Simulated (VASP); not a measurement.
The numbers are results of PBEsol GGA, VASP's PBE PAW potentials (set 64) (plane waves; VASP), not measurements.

The input files of a VASP run:

### POSCAR
```
CdZn3S4
1.0
  3.8873136150  -6.6981719224   0.0031739838
  1.9285649057   3.3403724392  -0.0000000001
  0.0026004150  -0.0015013505   6.3428001935
Zn S Cd
3 4 1
direct
  0.3279688120   0.3279678120   0.5007126987
  0.1688234895   0.6688234895   0.0037312486
  0.8391278616   0.3391268616   0.4984506747
  0.3145685576   0.3145675576   0.8687656424
  0.1682235526   0.6682235526   0.3715991402
  0.8539072184   0.3539062184   0.8630647524
  0.6644149550   0.6644159550   0.3987268307
  0.6629675534   0.6629685534   0.0029490124
```

### KPOINTS
```
Regular mesh
0
gamma
  3 6 3
0 0 0
```

INCAR:
```
EDIFF=1E-6
NELM=100   ! most electronic steps
LCHARG=.False.
LMAXMIX=4
LASPH=.True.
NSW=60
LWAVE=.False.
ALGO=Normal
PREC=Accurate
ENCUT=400   ! plane-wave cut-off (eV)
IBRION=2
ISMEAR=0
GGA=PS   ! PBEsol
EDIFFG=-0.02
ISIF=3   ! ions, shape and volume
LREAL=.False.
SYSTEM=CdZn3S4
SIGMA=0.05   ! width (eV)
```

POTCAR, in this order: Zn S Cd (PBE.64 set). Program: vasp_std.

Task: Predict the energy per atom (σ→0), volume per atom, band gap (on the k-mesh).

Result: 
| Item | Value |
|---|---|
| energy per atom (σ→0) | -354.8 kJ/mol of atoms |
| band gap (on the k-mesh) | 1.69 eV |
| volume per atom | 20.49 Å^3/atom |

File OSZICAR:
```
...
       N       E                     dE             d eps       ncg     rms          rms(c)
DAV:   1    -0.294184461314E+02   -0.17181E-03   -0.11178E-01  1723   0.159E+00    0.127E-01
DAV:   2    -0.294184626501E+02   -0.16519E-04   -0.16646E-03  2053   0.311E-01    0.588E-02
DAV:   3    -0.294184095226E+02    0.53127E-04   -0.62720E-05  2349   0.618E-02    0.376E-02
DAV:   4    -0.294183867473E+02    0.22775E-04   -0.42127E-05  2166   0.505E-02    0.892E-03
DAV:   5    -0.294183876181E+02   -0.87071E-06   -0.15272E-05  1912   0.274E-02    0.698E-03
DAV:   6    -0.294183875504E+02    0.67686E-07   -0.29617E-07  1001   0.106E-02
   6 F= -.29418388E+02 E0= -.29418388E+02  d E =-.113090E-03
```

The structure was generated: CdZn3S4 was put into an ordered model structure (Pm), which need not be its known phase. This run relaxes it. Symmetry was kept, so distortions that lower it aren't found. The start is the result of an earlier pass.
